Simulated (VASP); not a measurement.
```
CELL_PARAMETERS angstrom
      5.34159     0.00000     0.00000
      0.00000     4.17796     0.00000
      0.00000     0.00000     7.95141
ATOMIC_POSITIONS crystal
  W  0.57758 0.25000 0.78131
  W  0.07758 0.25000 0.71869
  W  0.42242 0.75000 0.21869
  W  0.92242 0.75000 0.28131
  W  0.19086 0.25000 0.06090
  W  0.69086 0.25000 0.43910
  W  0.80914 0.75000 0.93910
  W  0.30914 0.75000 0.56090
  Si 0.69531 0.25000 0.11262
  Si 0.19531 0.25000 0.38738
  Si 0.30469 0.75000 0.88738
  Si 0.80469 0.75000 0.61262
```

All values below come from r2SCAN meta-GGA, VASP's PBE PAW potentials (set 64) (plane waves; VASP). Numerical set-up: 400 eV cut-off, 7×8×5 Γ-centred mesh, tetrahedra with Blöchl corrections, potentials W_sv Si.

For a metal the tetrahedron method with Blöchl corrections gives inexact stress and forces.

### Question
Give the force on each atom (eV/Å).

### Answer

```
atom      Fx     Fy      Fz
----  ------  -----  ------
W1     0.046  0.000   0.078
W2     0.046  0.000  -0.078
W3    -0.046  0.000  -0.078
W4    -0.046  0.000   0.078
W5    -0.013  0.000   0.048
W6    -0.013  0.000  -0.048
W7     0.013  0.000  -0.048
W8     0.013  0.000   0.048
Si9    0.001  0.000   0.000
Si10   0.001  0.000   0.000
Si11  -0.001  0.000   0.000
Si12  -0.001  0.000   0.000
```

### Question
Give the stress tensor in GPa (positive for a compressed cell).

### Answer

```
-0.11   0.00   0.00
 0.00  -0.09   0.00
 0.00   0.00   0.26
```
The pressure is its mean diagonal, 0.02 GPa.

The structure was generated: SiW2 was put into the Co2Si type (Pnma), which need not be its known phase. It was relaxed first.
